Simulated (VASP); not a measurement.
Data:

```xyz
2
Lattice="1.3821 -2.3939 0.0000 1.3821 2.3939 0.0000 0.0000 0.0000 4.3656" Properties=species:S:1:pos:R:3 pbc="T T T"
Ru     1.3821     0.7980     1.0914
Ru     1.3821    -0.7980     3.2742
```

Computed with PBE GGA, VASP's PBE PAW potentials (set 64) (plane waves; VASP). Run with 400 eV cut-off, 14×14×8 Γ-centred mesh, Gaussian smearing of 0.050 eV, potentials Ru_pv.

Q: Estimate the energy per atom (σ→0), pressure, band gap (on the k-mesh) with the smallest direct gap where there is one.

A: 
```
Item                                                         Value
------------------------  ----------------------------------------
band gap (on the k-mesh)  none (metal, semimetal or under 0.01 eV)
energy per atom (σ→0)                               -9.201 eV/atom
pressure                                                -14.26 GPa
```

Only differences to runs with the same potentials and settings are physical.

The compound is Ru in the hcp structure. The cell was not relaxed at this level. The run is one of a series of settings (ISMEAR = 0, SIGMA = 0.05 against the base run), some of them coarse on purpose.
